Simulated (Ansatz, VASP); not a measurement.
## Cross-check of FeNi3 (Awaruite) between VASP and Ansatz

Wanted: the spread between two codes on one cell, functional and k mesh.

Calculated with Ansatz 0.2.0; plane waves, with VASP 6.6.1 beside it; single point at PBE.

## Step 1: Set-up

It takes space group Pm-3m (No. 221, cubic). Conventional cell: a = 3.545 Å, b = 3.545 Å, c = 3.545 Å, α = 90.00°, β = 90.00°, γ = 90.00°. Nearest to Ni lie 8 Ni at 2.51 Å and 4 Fe at 2.51 Å. Nearest to Fe lie 12 Ni at 2.51 Å. Farther neighbours are not listed.

Structure file:

```cif
data_structure
_symmetry_space_group_name_H-M 'Pm-3m'
_symmetry_Int_Tables_number 221
_cell_length_a 3.5450
_cell_length_b 3.5450
_cell_length_c 3.5450
_cell_angle_alpha 90.000
_cell_angle_beta 90.000
_cell_angle_gamma 90.000
_cell_volume 44.55
loop_
_atom_site_label
_atom_site_type_symbol
_atom_site_symmetry_multiplicity
_atom_site_Wyckoff_symbol
_atom_site_fract_x
_atom_site_fract_y
_atom_site_fract_z
_atom_site_occupancy
Ni1 Ni 3 c 0.50000 0.50000 0.00000 1
Fe1 Fe 1 a 0.00000 0.00000 0.00000 1
```

## Step 2: VASP: single point, PBE

With cell and atoms fixed, the geometry can't cause a difference; cores, projectors, grids and the points listed under the comparison can.

Lines of VASP's logs that name or quote its potential files are left out, and so is its time.

The input, INCAR:

```
SYSTEM = FeNi3
PREC = Accurate
ENCUT = 400
EDIFF = 1E-06
NELM = 100
ISMEAR = -1
SIGMA = 0.05
LREAL = .FALSE.
ALGO = Normal
GGA = PE
NBANDS = 27
ISPIN = 2
MAGMOM = 1 1 1 3
LMAXMIX = 4
LORBIT = 11
LWAVE = .FALSE.
LCHARG = .TRUE.
ISIF = 2
LELF = .TRUE.
LVHAR = .TRUE.
```

The input, POSCAR:

```
FeNi3
1.0
    3.5450000000      0.0000000000      0.0000000000
    0.0000000000      3.5450000000      0.0000000000
    0.0000000000      0.0000000000      3.5450000000
Ni Fe
3 1
Direct
    0.5000000000      0.5000000000      0.0000000000
    0.5000000000      0.0000000000      0.5000000000
    0.0000000000      0.5000000000      0.5000000000
    0.0000000000      0.0000000000      0.0000000000
```

The input, KPOINTS:

```
Automatic mesh
0
Gamma
8 8 8
0 0 0
```

PAW data sets: Ni and Fe (PBE family, release 64).

The run is started by

```console
$ mpirun -np 2 vasp_std
```

Numbers of over 12 decimals in the logs are rounded to 6 here.

Log:

```text
[banner, memory and clock lines left out]
running    2 mpi-ranks, on    1 nodes
 distrk:  each k-point on    2 cores,    1 groups
 distr:  one band on    1 cores,    2 groups

 POSCAR found type information on POSCAR NiFe
 POSCAR found :  2 types and       4 ions
 LDA part: xc-table for (Slater+PW92), standard interpolation
|                                                                             |
|           W    W    AA    RRRRR   N    N  II  N    N   GGGG   !!!           |
|           W    W   A  A   R    R  NN   N  II  NN   N  G    G  !!!           |
|           W    W  A    A  R    R  N N  N  II  N N  N  G       !!!           |
|           W WW W  AAAAAA  RRRRR   N  N N  II  N  N N  G  GGG   !            |
|           WW  WW  A    A  R   R   N   NN  II  N   NN  G    G                |
|           W    W  A    A  R    R  N    N  II  N    N   GGGG   !!!           |
|                                                                             |
|     The number of bands has been changed from the values supplied in        |
|     The orbitals not found in the WAVECAR file will be initialized with     |
|     random numbers, which is usually adequate. For correlated               |
|     calculations, however, you should redo the groundstate calculation.     |
|     I found NBANDS = 27. Now, NBANDS = 28.                                  |
|                                                                             |

 POSCAR, INCAR and KPOINTS ok, starting setup
 FFT: planning ... GRIDC
 FFT: planning ... GRID_SOFT
 FFT: planning ... GRID
 WAVECAR not read
 entering main loop
       N       E                     dE             d eps       ncg     rms          rms(c)
DAV:   1     0.212910731300E+03    0.21291E+03   -0.14736E+04  4136   0.160E+03
DAV:   2    -0.179304813237E+02   -0.23084E+03   -0.21944E+03  3924   0.308E+02
DAV:   3    -0.290060244185E+02   -0.11076E+02   -0.10534E+02  4128   0.942E+01
DAV:   4    -0.291391965440E+02   -0.13317E+00   -0.13306E+00  4380   0.109E+01
DAV:   5    -0.291434388180E+02   -0.42423E-02   -0.42421E-02  5320   0.155E+00    0.207E+01
DAV:   6    -0.260203793018E+02    0.31231E+01   -0.30147E+01  4208   0.873E+01    0.154E+01
DAV:   7    -0.270750884318E+02   -0.10547E+01   -0.95822E+00  4312   0.744E+01    0.211E+01
DAV:   8    -0.250081986354E+02    0.20669E+01   -0.72964E+00  4628   0.438E+01    0.455E+00
DAV:   9    -0.250335762029E+02   -0.25378E-01   -0.37384E-01  4904   0.795E+00    0.288E+00
DAV:  10    -0.250056174072E+02    0.27959E-01   -0.61149E-02  4728   0.664E+00    0.123E+00
DAV:  11    -0.250036225847E+02    0.19948E-02   -0.13406E-02  5836   0.123E+00    0.723E-01
DAV:  12    -0.250044509413E+02   -0.82836E-03   -0.23045E-03  4760   0.107E+00    0.242E-01
DAV:  13    -0.250044736987E+02   -0.22757E-04   -0.53793E-04  5372   0.406E-01    0.576E-02
DAV:  14    -0.250044905232E+02   -0.16824E-04   -0.80501E-05  5200   0.120E-01    0.378E-02
DAV:  15    -0.250044868839E+02    0.36392E-05   -0.98078E-06  5112   0.604E-02    0.154E-02
DAV:  16    -0.250044859649E+02    0.91909E-06   -0.28683E-06  2480   0.372E-02
   1 F= -.25004486E+02 E0= -.24990573E+02  d E =-.278252E-01  mag=     4.7967
```

From OUTCAR (step 2):

```text
ion  position               nearest neighbor table
   1  0.500  0.500  0.000-   2 2.51   3 2.51   4 2.51   2 2.51   3 2.51   2 2.51   4 2.51   2 2.51
                             3 2.51   4 2.51   3 2.51   4 2.51
   2  0.500  0.000  0.500-   1 2.51   3 2.51   4 2.51   1 2.51   4 2.51   1 2.51   3 2.51   1 2.51
                             3 2.51   4 2.51   4 2.51   3 2.51
   3  0.000  0.500  0.500-   1 2.51   2 2.51   4 2.51   1 2.51   4 2.51   2 2.51   4 2.51   4 2.51
                             1 2.51   2 2.51   1 2.51   2 2.51
   4  0.000  0.000  0.000-   1 2.51   2 2.51   3 2.51   2 2.51   3 2.51   1 2.51   3 2.51   3 2.51
                             1 2.51   2 2.51   2 2.51   1 2.51

  LATTYP: Found a simple cubic cell.
 ALAT       =     3.5450000000

 Subroutine GETGRP returns: Found 48 space group operations
 (whereof 48 operations were pure point group operations)

The static configuration has the point symmetry O_h .

 Found     35 irreducible k-points:

   k-points           NKPTS =     35   k-points in BZ     NKDIM =     35   number of bands    NBANDS=     28

   dimension x,y,z NGX =    24 NGY =   24 NGZ =   24
   dimension x,y,z NGXF=    48 NGYF=   48 NGZF=   48

   ENCUT  =  400.0 eV  29.40 Ry    5.42 a.u.   5.78  5.78  5.78*2*pi/ulx,y,z

   NELECT =      38.0000    total number of electrons

 k-points in reciprocal lattice and weights: Automatic mesh
   0.00000000  0.00000000  0.00000000       0.002
   0.12500000  0.00000000  0.00000000       0.012
   0.25000000  0.00000000  0.00000000       0.012
   0.37500000  0.00000000  0.00000000       0.012
   0.50000000  0.00000000  0.00000000       0.006
   0.12500000  0.12500000  0.00000000       0.023
   0.25000000  0.12500000  0.00000000       0.047
   0.37500000  0.12500000  0.00000000       0.047
   0.50000000  0.12500000  0.00000000       0.023
[...]
0.50000000  0.50000000  0.37500000       0.012
   0.50000000  0.50000000  0.50000000       0.002

 average (electrostatic) potential at core
       1 -82.8950       2 -82.8950       3 -82.8950       4 -41.3966

 E-fermi :   8.5619

 spin component 1
 k-point     1 :       0.0000    0.0000    0.0000
  band No.  band energies     occupation
    ...
     17       7.8362      1.00000
     18       7.8362      1.00000
     19       7.9486      1.00000
     20       7.9486      1.00000
     21       7.9486      1.00000
     22      10.8207      0.00000
     23      10.8207      0.00000
     24      10.8207      0.00000
     25      17.4123      0.00000
     26      17.4123      0.00000
    ...

 k-point     2 :       0.1250    0.0000    0.0000
  band No.  band energies     occupation
    ...
     17       7.7164      1.00000
     18       7.8036      1.00000
     19       7.8036      1.00000
     20       7.8361      1.00000
     21       7.9487      1.00000
     22       9.8505      0.00000
     23      11.4086      0.00000
     24      11.4086      0.00000
     25      17.4624      0.00000
     26      17.6954      0.00000
    ...

 k-point     3 :       0.2500    0.0000    0.0000
  band No.  band energies     occupation
    ...
     18       7.5270      1.00000
     19       7.6424      1.00000
     20       7.8360      1.00000
     21       7.9490      1.00000
     22       8.1355      0.99980
     23      12.6955      0.00000
     24      12.6955      0.00000
     25      17.6250      0.00000
     26      17.8517      0.00000
     27      19.9972      0.00000
    ...

 k-point     4 :       0.3750    0.0000    0.0000
  band No.  band energies     occupation
    ...
     18       7.1640      1.00000
     19       7.2213      1.00000
     20       7.5585      1.00000
     21       7.8359      1.00000
     22       7.9494      1.00000
     23      14.2870      0.00000
     24      14.2870      0.00000
     25      17.9227      0.00000
     26      17.9903      0.00000
     27      17.9903      0.00000
    ...

 k-point     5 :       0.5000    0.0000    0.0000
  band No.  band energies     occupation
    ...
     18       7.0333      1.00000
     19       7.1511      1.00000
     20       7.5148      1.00000
     21       7.8359      1.00000
     22       7.9495      1.00000
     23      16.0490      0.00000
     24      16.0490      0.00000
     25      16.0877      0.00000
     26      16.0877      0.00000
     27      18.1983      0.00000
    ...

 k-point     6 :       0.1250    0.1250    0.0000
  band No.  band energies     occupation
    ...
     17       7.6520      1.00000
     18       7.6727      1.00000
     19       7.7524      1.00000
     20       7.7938      1.00000
     21       7.8707      1.00000
     22      10.4089      0.00000
     23      10.4599      0.00000
     24      11.9021      0.00000
     25      17.6041      0.00000
     26      18.8228      0.00000
    ...

  Total       -0.2189695     -0.2189695     -0.2189695      0.0000000      0.0000000     -0.0000000
  in kB       -7.8749096     -7.8749096     -7.8749096      0.0000000      0.0000000     -0.0000000
  external PRESSURE =      -7.8749096 kB  Pullay stress =       0.0000000 kB

  energy-cutoff  :      400.00
  volume of cell :       44.55
      direct lattice vectors                 reciprocal lattice vectors
     3.545000000  0.000000000  0.000000000     0.282087447  0.000000000  0.000000000
     0.000000000  3.545000000  0.000000000     0.000000000  0.282087447  0.000000000
     0.000000000  0.000000000  3.545000000     0.000000000  0.000000000  0.282087447

 POSITION                                       TOTAL-FORCE (eV/Angst)
 -----------------------------------------------------------------------------------
      1.77250      1.77250      0.00000         0.000000      0.000000      0.000000
      1.77250      0.00000      1.77250         0.000000      0.000000      0.000000
      0.00000      1.77250      1.77250         0.000000      0.000000      0.000000
      0.00000      0.00000      0.00000         0.000000      0.000000      0.000000
 -----------------------------------------------------------------------------------
    total drift:                                0.000000     -0.000000     -0.000000

  FREE ENERGIE OF THE ION-ELECTRON SYSTEM (eV)
  ---------------------------------------------------
  free  energy   TOTEN  =       -25.0044859649 eV

  energy  without entropy=      -24.9766607967  energy(sigma->0) =      -24.99057338

 total charge
# of ion       s       p       d       tot
------------------------------------------
    1        0.504   0.509   8.320   9.333
    2        0.504   0.509   8.320   9.333
    3        0.504   0.509   8.320   9.333
    4        0.474   0.502   6.110   7.086
--------------------------------------------------
tot          1.985   2.030  31.069  35.084

 magnetization (x)
# of ion       s       p       d       tot
------------------------------------------
    1       -0.015  -0.043   0.697   0.638
    2       -0.015  -0.043   0.697   0.638
    3       -0.015  -0.043   0.697   0.638
    4        0.012   0.000   2.899   2.911
--------------------------------------------------
tot         -0.034  -0.130   4.990   4.826

[... 6 further parts left out ...]
```

The run ends at a pressure of -0.79 GPa.

[end of part 1 of 2]

[Lines on the potential files, build, host, timing and source positions are cut from VASP's logs without a mark.]

[Logs are printed without paths, hosts, clocks, repeated set-up lines and the standing remarks that a program may print on its own settings, such as how far it seeks lower states.]

[Hosts, paths, dates, database ids (printed as entryN), source tags and the programs' standing remarks are cut or masked in the printed files.]
